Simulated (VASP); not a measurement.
# HfW (P-6m2) in VASP: single point with r2SCAN

Aim: the single point of HfW with r2SCAN.

Everything below comes from runs of VASP 6.6.1. Logs are shortened: lines on timing, memory, paths and dates and some standing lists are left out, and cuts for length are marked.

## (1) Starting point

The structure is hexagonal, space group P-6m2 (No. 187). Conventional cell: a = 3.412 Å, b = 3.412 Å, c = 3.323 Å, α = 90.00°, β = 90.00°, γ = 120.00°. W (site symmetry -6m2) has 6 Hf at 2.58 Å as nearest neighbours. Hf (site symmetry -6m2) has 6 W at 2.58 Å as nearest neighbours.

The cell was built by a generator and needn't be a form met in nature.

## (2) Single point, r2SCAN

File POSCAR:

```
HfW
1.0
    1.7060366600      2.9549402300      0.0000000000
   -1.7060366600      2.9549402300      0.0000000000
    0.0000000000      0.0000000000      3.3232341100
W Hf
1 1
Direct
    0.0000000000      0.0000000000      0.0000000000
    0.6667000000      0.6666000000      0.5000000000
```

File INCAR.step1:

```
SYSTEM = HfW
PREC     = Accurate       ! precision mode
ENCUT    = 520            ! plane-wave cutoff, eV
ISMEAR   = -5             ! smearing method
SIGMA    = 0.0118         ! smearing width, eV
LREAL    = .False.        ! projectors in reciprocal space
LASPH    = .True.         ! aspherical terms in the spheres
NELM     = 100            ! most SCF steps
LMAXMIX  = 4              ! l up to which the mixer works
GGA      = PE             ! functional
ALGO     = Normal         ! electronic algorithm
EDIFF    = 1E-4           ! SCF threshold, eV
LWAVE    = .True.         ! write WAVECAR
LCHARG   = .False.        ! write CHGCAR
```

File INCAR.step2:

```
SYSTEM = HfW
PREC     = Accurate       ! precision mode
ENCUT    = 520            ! plane-wave cutoff, eV
EDIFF    = 1E-6           ! SCF threshold, eV
ISMEAR   = -1             ! smearing method
SIGMA    = 0.0118         ! smearing width, eV
LREAL    = .False.        ! projectors in reciprocal space
LASPH    = .True.         ! aspherical terms in the spheres
NELM     = 100            ! most SCF steps
ALGO     = Normal         ! electronic algorithm
ISIF     = 2              ! what is computed and relaxed
LWAVE    = .False.        ! write WAVECAR
LCHARG   = .False.        ! write CHGCAR
LMAXMIX  = 4              ! l up to which the mixer works
METAGGA  = R2SCAN         ! meta-GGA
LMIXTAU  = .True.       
LORBIT   = 11             ! projections on sites
ISTART   = 1
```

File KPOINTS:

```
regular mesh
0
Gamma
  11 11 10
  0 0 0
```

Potentials or basis: VASP PAW PBE potentials, release 64 (W_sv, Hf_pv).

On the command line:

```bash
$ cat potpaw_PBE.64/W_sv/POTCAR potpaw_PBE.64/Hf_pv/POTCAR > POTCAR
$ cp INCAR.step1 INCAR
$ mpirun -np 1 vasp_std > vasp.out
$ cp INCAR.step2 INCAR
$ mpirun -np 1 vasp_std > vasp.out
```

OUTCAR:

```text
SYSTEM = HfW
   PREC = Accurate
   ENCUT = 520
   EDIFF = 1E-6
   ISMEAR = -1
   LREAL = .False.
   LASPH = .True.
   NELM = 100
   ISIF = 2
   METAGGA = R2SCAN
   LORBIT = 11
   ISTART = 1

 ion  position               nearest neighbor table
   1  0.000  0.000  0.000-   2 2.58   2 2.58   2 2.58   2 2.58   2 2.58   2 2.58
   2  0.667  0.667  0.500-   1 2.58   1 2.58   1 2.58   1 2.58   1 2.58   1 2.58

  LATTYP: Found a hexagonal cell.
 ALAT       =     3.4120716358
 C/A-ratio  =     0.9739637571

  Lattice vectors:

 A1 = (   1.7060366600,  -2.9549402300,   0.0000000000)
 A2 = (   1.7060366600,   2.9549402300,   0.0000000000)
 A3 = (   0.0000000000,   0.0000000000,   3.3232341100)

Analysis of symmetry for initial positions (statically):
=====================================================================
 Subroutine PRICEL returns:
 Original cell was already a primitive cell.

 Routine SETGRP: Setting up the symmetry group for a
 hexagonal supercell.

 Subroutine GETGRP returns: Found  4 space group operations
 (whereof  4 operations were pure point group operations)
 out of a pool of 24 trial point group operations.

The static configuration has the point symmetry C_2v.

Analysis of symmetry for dynamics (positions and initial velocities):
=====================================================================
 Subroutine PRICEL returns:
 Original cell was already a primitive cell.

 Routine SETGRP: Setting up the symmetry group for a
 hexagonal supercell.

 Subroutine GETGRP returns: Found  4 space group operations
 (whereof  4 operations were pure point group operations)
 out of a pool of 24 trial point group operations.

The dynamic configuration has the point symmetry C_2v.

 Subroutine INISYM returns: Found  4 space group operations
 (whereof  4 operations are pure point group operations),
 and found     1 'primitive' translations

----------------------------------------------------------------------------------------

                                     Primitive cell

  volume of cell :      33.5064

  direct lattice vectors                    reciprocal lattice vectors
     1.706036660  2.954940230  0.000000000     0.293076938  0.169208160  0.000000000
    -1.706036660  2.954940230  0.000000000    -0.293076938  0.169208160  0.000000000
     0.000000000  0.000000000  3.323234110     0.000000000  0.000000000  0.300911692

  length of vectors
     3.412071636  3.412071636  3.323234110     0.338416153  0.338416153  0.300911692

  position of ions in fractional coordinates (direct lattice)
     0.000000000  0.000000000  0.000000000
     0.666700000  0.666600000  0.500000000

  ion indices of the primitive-cell ions
   primitive index   ion index
                 1           1
                 2           2

----------------------------------------------------------------------------------------

 KPOINTS: regular mesh

Automatic generation of k-mesh.
 Grid dimensions read from file:
 generate k-points for:   11   11   10

 Generating k-lattice:

  Cartesian coordinates                     Fractional coordinates (reciprocal lattice)
     0.026643358  0.015382560  0.000000000     0.090909091  0.000000000  0.000000000
    -0.026643358  0.015382560  0.000000000     0.000000000  0.090909091  0.000000000
     0.000000000  0.000000000  0.030091169     0.000000000  0.000000000  0.100000000

  Length of vectors
     0.030765105  0.030765105  0.030091169

  Shift w.r.t. Gamma in fractional coordinates (k-lattice)
     0.000000000  0.000000000  0.000000000

 Subroutine IBZKPT returns following result:
 ===========================================

 Found    216 irreducible k-points:

 Following reciprocal coordinates:
            Coordinates               Weight
  0.000000  0.000000  0.000000      1.000000
  0.090909  0.000000  0.000000      4.000000
  0.000000  0.090909  0.000000      2.000000
  0.181818  0.000000  0.000000      4.000000
  0.000000  0.181818  0.000000      2.000000
  0.272727  0.000000  0.000000      4.000000
[... 16 lines left out ...]
 -0.454545  0.090909  0.000000      4.000000
 -0.090909  0.454545  0.000000      2.000000
 [... further k-points ...]
   k-points           NKPTS =    216   k-points in BZ     NKDIM =    216   number of bands    NBANDS=     16
   number of dos      NEDOS =    301   number of ions     NIONS =      2
   total plane-waves  NPLWV =  21952
   dimension x,y,z NGX =    28 NGY =   28 NGZ =   28
   dimension x,y,z NGXF=    56 NGYF=   56 NGZF=   56
   ions per type =               1   1
   NGX,Y,Z   is equivalent  to a cutoff of  13.64, 13.64, 14.01 a.u.
   NGXF,Y,Z  is equivalent  to a cutoff of  27.28, 27.28, 28.01 a.u.
 SYSTEM =  HfW
   PREC   = accura    normal or accurate (medium, high low for compatibility)
   ISTART =      1    job   : 0-new  1-cont  2-samecut
   ICHARG =      0    charge: 1-file 2-atom 10-const
   ISPIN  =      1    spin polarized calculation?
   LNONCOLLINEAR =      F non collinear calculations
   LSORBIT =      F    spin-orbit coupling
   LASPH  =      T    aspherical Exc in radial PAW
   ENCUT  =  520.0 eV  38.22 Ry    6.18 a.u.   6.34  6.34  6.18*2*pi/ulx,y,z
   NELM   =    100;   NELMIN=  2; NELMDL=  0     # of ELM steps
   EDIFF  = 0.1E-05   stopping-criterion for ELM
   LREAL  =      F    real-space projection
   EDIFFG = 0.1E-04   stopping-criterion for IOM
   NSW    =      0    number of steps for IOM
   IBRION =     -1    ionic relax: 0-MD 1-quasi-New 2-CG
   NFREE  =      0    steps in history (QN), initial steepest desc. (CG)
   ISIF   =      2    stress and relaxation
   ISYM   =      2    0-nonsym 1-usesym 2-fastsym
   POTIM  = 0.5000    time-step for ionic-motion
   TEBEG  =    0.0;   TEEND  =   0.0 temperature during run
   PSTRESS=    0.0 pullay stress
   NELECT =      24.0000    total number of electrons
   NUPDOWN=      -1.0000    fix difference up-down
   EMIN   =  10.00;   EMAX   =-10.00  energy-range for DOS
   EFERMI =   0.00;   METHOD = LEGACY
   ISMEAR =    -1;   SIGMA  =   0.01  broadening in eV -4-tet -1-fermi 0-gaus
   EFERMI_NEDOS =   21; number of points for ismear=-14 and -15
   IALGO  =     38    algorithm
   IMIX   =      4    mixing-type and parameters
     AMIX     =   0.40;   BMIX     =  1.00
     AMIX_MAG =   1.60;   BMIX_MAG =  1.00
  volume/ion in A,a.u.               =      16.75       113.06
  Fermi-wavevector in a.u.,A,eV,Ry     =   1.464769  2.768013 29.191970  2.145549
  Thomas-Fermi vector in A             =   2.580706
   LORBIT       =     11    0 simple, 1 ext, 2 COOP (PROOUT), +10 PAW based schemes
   METAGGA = R2SCAN    functional components
   LHFCALC =     F    Hartree Fock is set to
   AEXX    =    0.0000 exact exchange contribution
   IVDW    =     0    specifies the selected vdW correction
   LEPSILON=     F    determine dielectric tensor
   LRPA    =     F    only Hartree local field effects (RPA)
 non-spin polarized calculation
  energy-cutoff  :      520.00
  volume of cell :       33.51
 maximum number of plane-waves:       930
 NGX is ok and might be reduce to    28

 number of electron      24.0000000 magnetization

 Free energy of the ion-electron system (eV)
  ---------------------------------------------------
  ext. energy  EPLUGINS =         0.00000000
  ---------------------------------------------------
  free energy    TOTEN  =       -93.87520767 eV

  energy without entropy =      -93.87430850  energy(sigma->0) =      -93.87475809

 E-fermi :   8.0680     XC(G=0): -13.9646

 val. band max:        8.0541114546   @ k =  -0.3636   0.2727   0.3000
 cond. band min:       8.0735923173   @ k =   0.3636   0.1818   0.5000
 fundamental gap:      0.0194808627
 Fermi energy:         8.0680386097

 k-point     1 :       0.0000    0.0000    0.0000
  band No.  band energies     occupation
      1     -66.8444      2.00000
      2     -30.6253      2.00000
      3     -30.6252      2.00000
      4     -30.5772      2.00000
      5     -22.3299      2.00000
      6     -22.3299      2.00000
[... 8 lines left out ...]
     15      10.3726      0.00000
     16      12.0922      0.00000

 k-point     2 :       0.0909    0.0000    0.0000
  band No.  band energies     occupation
      1     -66.8441      2.00000
      2     -30.6365      2.00000
      3     -30.6308      2.00000
      4     -30.5701      2.00000
      5     -22.3626      2.00000
      6     -22.3312      2.00000
[... 8 lines left out ...]
     15      10.5407      0.00000
     16      12.6406      0.00000

 k-point     3 :       0.0000    0.0909    0.0000
  band No.  band energies     occupation
      1     -66.8441      2.00000
      2     -30.6366      2.00000
      3     -30.6307      2.00000
      4     -30.5701      2.00000
      5     -22.3626      2.00000
      6     -22.3312      2.00000
[... 8 lines left out ...]
     15      10.5397      0.00000
     16      12.6404      0.00000

 k-point     4 :       0.1818    0.0000    0.0000
  band No.  band energies     occupation
      1     -66.8433      2.00000
      2     -30.6667      2.00000
      3     -30.6458      2.00000
      4     -30.5510      2.00000
      5     -22.4486      2.00000
      6     -22.3346      2.00000
[... 8 lines left out ...]
     15      11.0346      0.00000
     16      13.0700      0.00000

 k-point     5 :       0.0000    0.1818    0.0000
  band No.  band energies     occupation
      1     -66.8433      2.00000
      2     -30.6668      2.00000
      3     -30.6457      2.00000
      4     -30.5510      2.00000
      5     -22.4486      2.00000
      6     -22.3346      2.00000
[... 8 lines left out ...]
     15      11.0339      0.00000
     16      13.0709      0.00000

 k-point     6 :       0.2727    0.0000    0.0000
  band No.  band energies     occupation
      1     -66.8423      2.00000
      2     -30.7065      2.00000
      3     -30.6652      2.00000
      4     -30.5258      2.00000
      5     -22.5576      2.00000
      6     -22.3391      2.00000
[... 8 lines left out ...]
     15      11.8238      0.00000
     16      12.7034      0.00000
[... 267 lines left out ...]
 k-point    21 :       0.3636    0.4545    0.0000
  band No.  band energies     occupation
      1     -66.8408      2.00000
      2     -30.7603      2.00000
      3     -30.6905      2.00000
      4     -30.4918      2.00000
      5     -22.6819      2.00000
      6     -22.3679      2.00000
[... 8 lines left out ...]
     15      12.5521      0.00000
     16      12.7878      0.00000

 k-point    22 :      -0.0909    0.3636    0.0000
  band No.  band energies     occupation
      1     -66.8408      2.00000
      2     -30.7603      2.00000
      3     -30.6904      2.00000
      4     -30.4918      2.00000
      5     -22.6820      2.00000
      6     -22.3679      2.00000
[... 8 lines left out ...]
     15      12.5515      0.00000
     16      12.7881      0.00000

 k-point    23 :      -0.4545    0.0909    0.0000
  band No.  band energies     occupation
      1     -66.8405      2.00000
      2     -30.7713      2.00000
      3     -30.6957      2.00000
      4     -30.4848      2.00000
      5     -22.7082      2.00000
      6     -22.3797      2.00000
[... 8 lines left out ...]
     15      12.6136      0.00000
     16      12.8741      0.00000

 k-point    24 :      -0.0909    0.4545    0.0000
  band No.  band energies     occupation
      1     -66.8405      2.00000
      2     -30.7714      2.00000
      3     -30.6956      2.00000
      4     -30.4848      2.00000
      5     -22.7083      2.00000
      6     -22.3798      2.00000
[... 8 lines left out ...]
     15      12.6132      0.00000
     16      12.8745      0.00000

 [... further k-points ...]
[... 5 lines left out ...]
  --------------------------------------------------------------------------------------
  -------------------------------------------------------------------------------------
  Total        5.6288713      5.6254030     13.6046391     -0.0029972      0.0000000      0.0000000
  in kB      269.1559050    268.9900615    650.5334241     -0.1433180      0.0000000      0.0000000
  external PRESSURE =     396.2264635 kB  Pullay stress =       0.0000000 kB

 VOLUME and BASIS-vectors are now :
 -----------------------------------------------------------------------------
  energy-cutoff  :      520.00
  volume of cell :       33.51
      direct lattice vectors                 reciprocal lattice vectors
     1.706036660  2.954940230  0.000000000     0.293076938  0.169208160  0.000000000
    -1.706036660  2.954940230  0.000000000    -0.293076938  0.169208160  0.000000000
     0.000000000  0.000000000  3.323234110     0.000000000  0.000000000  0.300911692

 POSITION                                       TOTAL-FORCE (eV/Angst)
 -----------------------------------------------------------------------------------
      0.00000      0.00000      0.00000         0.002125     -0.001227      0.000000
      0.00017      3.93982      1.66162        -0.002125      0.001227      0.000000
 -----------------------------------------------------------------------------------
    total drift:                                0.000010      0.000013      0.000000

  FREE ENERGIE OF THE ION-ELECTRON SYSTEM (eV)
  ---------------------------------------------------
  free  energy   TOTEN  =       -93.8752076714 eV

  energy  without entropy=      -93.8743085017  energy(sigma->0) =      -93.87475809

 total charge

# of ion       s       p       d       tot
------------------------------------------
    1        2.454   6.189   3.782  12.425
    2        0.478   6.618   2.090   9.187
--------------------------------------------------
tot          2.932  12.808   5.872  21.612
```

Wall time 4.5 min (1 thread of Intel Xeon Platinum 8488C (Sapphire Rapids), shared host); peak memory 0.26 GiB.

What came out:

* Free energy: -93.8752 eV
* Pressure: 39.6 GPa
* Band gap on the k mesh: none (metal or under the smearing width)
* Valence electrons inside the program's atomic spheres: W 12.43; Hf 9.19

Forces in eV/Å, atoms in the order of the input:
```
W    0.002 -0.001  0.000
Hf  -0.002  0.001  0.000
```

Levels at points of the mesh, in eV from the Fermi level:
| k point | band 10 | band 11 | band 12 | band 13 | band 14 | band 15 |
| --- | --- | --- | --- | --- | --- | --- |
| (0.00, 0.00, 0.00) | -0.98 | -0.98 | -0.36 | -0.35 | 2.30 | 2.30 |
| (0.00, 0.00, 0.50) | -2.69 | -2.69 | -2.54 | -2.54 | 3.25 | 6.14 |

Caveat: a pressure of tens of GPa on the cell as given is suspect, and the run, the potentials or the cell itself is likely at fault; the PAW data sets were made with another functional, which shifts forces and pressure a little. Spin-orbit coupling is left out, which matters for the levels of Hf, W.
